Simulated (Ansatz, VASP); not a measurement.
**YSb3As4: VASP beside Ansatz**

The input INCAR:

```
SYSTEM = YSb3As4
ALGO = Normal
EDIFF = 1E-6
EDIFFG = -0.01
ENCUT = 600
GGA = PE
IBRION = 2
ISIF = 3
ISMEAR = 0
LASPH = .True.
LCHARG = .False.
LREAL = .False.
LWAVE = .False.
NELM = 100
NSW = 100
PREC = Accurate
SIGMA = 0.1
```

Contents of KPOINTS:

```
k-points
0
Gamma
  6 6 6
  0 0 0
```

POSCAR

```
YSb3As4
1.0
    5.9418479986      0.0000000000      0.0000000000
    0.0000000000      5.9418479986      0.0000000000
    0.0000000000      0.0000000000      5.9418479986
Y Sb As
1 3 4
Direct
    0.0000000000      0.0000000000      0.0000000000
    0.5000000000      0.0000000000      0.0000000000
    0.0000000000      0.5000000000      0.0000000000
    0.0000000000      0.0000000000      0.5000000000
    0.0000000000      0.5000000000      0.5000000000
    0.5000000000      0.0000000000      0.5000000000
    0.5000000000      0.5000000000      0.0000000000
    0.5000000000      0.5000000000      0.5000000000
```

Input for Ansatz:

```yaml
crystal:
  lattice:
    - [5.9418479986, 0.0, 0.0]
    - [0.0, 5.9418479986, 0.0]
    - [0.0, 0.0, 5.9418479986]
  atoms:
    - { symbol: "Y", position: [0.0, 0.0, 0.0] }
    - { symbol: Sb, position: [0.5, 0.0, 0.0] }
    - { symbol: Sb, position: [0.0, 0.5, 0.0] }
    - { symbol: Sb, position: [0.0, 0.0, 0.5] }
    - { symbol: As, position: [0.0, 0.5, 0.5] }
    - { symbol: As, position: [0.5, 0.0, 0.5] }
    - { symbol: As, position: [0.5, 0.5, 0.0] }
    - { symbol: As, position: [0.5, 0.5, 0.5] }
basis:
  ecutwfc: 420
kpoints:
  mp_grid: { grid: [6, 6, 6] }
hamiltonian:
  xc: pbe
scf:
  occupations: { method: gaussian, width: 0.1 }
output:
  forces: true
  stress: true
  eigenvalues: true
relax:
  adjacent_minimum: "off"
  f_tol: 0.01
  max_steps: 80
  cell: { stress_tol: 0.05 }
```

Alike in both runs: task relaxation of cell and atoms; functional PBE; k mesh 6 × 6 × 6; occupations gaussian, width 0.1 eV; no spin polarisation.

```csv
,VASP,Ansatz
version,VASP 6.6.1,Ansatz 0.2.0
potentials or method,"VASP PAW PBE potentials, release 64 (Y_sv, Sb, As)","scalar-relativistic, plane waves, PAW"
plane-wave cutoff (eV),600,420
valence electrons in the cell,46,116
```

```csv
,VASP,Ansatz,Ansatz less VASP
"gap on the k mesh at the Fermi level, each at its own relaxed structure (eV)",none,none,-
relaxed volume (Å³/atom),26.36,26.37,+0.014
relaxed cell length with the largest relative difference (Å),5.952,5.953,+0.0010
```

A gap of «none» marks a metal or a gap that the smearing closes. The two sets of potentials don't hold the same shells in valence.

Spin-orbit coupling is left out, which matters for the levels of Sb.
